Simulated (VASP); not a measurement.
Runs of VASP 6.6.1 on WSe2. Symmetry: P6_3/mmc, No. 194, hexagonal system. Conventional cell: a = 3.290 Å, b = 3.290 Å, c = 12.970 Å, α = 90.00°, β = 90.00°, γ = 120.00°. W (site symmetry -6m2) is surrounded by 6 Se at 2.53 Å. Se (site symmetry 3m) has 3 W at 2.53 Å as nearest neighbours. 

```tsv
level	potentials or basis	k mesh	cutoff (eV)	mesh quality	gap on the mesh (eV)	pressure (GPa)	relaxed volume (Å³/atom)
PBE+D3(BJ)	VASP PAW PBE potentials, release 64 (W_sv, Se)	9 × 9 × 2	600	not flagged	0.99	0.0	19.88
PBE	VASP PAW PBE potentials, release 64 (W, Se)	5 × 5 × 1	300	coarse	1.51	0.0	23.23
rev-vdW-DF2	VASP PAW PBE potentials, release 64 (W_sv, Se)	9 × 9 × 2	600	not flagged	(b)	0.0	20.63
PBEsol	VASP PAW PBE potentials, release 64 (W_sv, Se)	9 × 9 × 2	600	not flagged	1.13	0.0	20.45
r2SCAN	VASP PAW PBE potentials, release 64 (W_sv, Se)	9 × 9 × 2	600	not flagged	1.42	0.0	(a)
```

Alike in all rows: task relaxation of cell and atoms; no spin polarisation; cell relaxed; smearing gaussian 0.03 eV.

Question: Fill in the values left out.

Answer: (a) 21.84; (b) 1.05.

Caveats: some runs use coarse meshes; spin-orbit coupling is left out, which moves the levels of the heavy elements; an odd mesh through Γ misses points on the zone boundary, where band edges often lie; the PAW data sets were made with another functional, which shifts forces and pressure a little (some runs); this functional lacks dispersion, which binds the layers, so the pressure and a relaxed spacing across them are unreliable (some runs); the volume moved by +15 % from the deposited cell, more than functionals usually miss (some runs).

A k mesh can miss the band edges, and the runs leave out spin-orbit coupling on Se, W.

Not every run made on this cell is shown here.
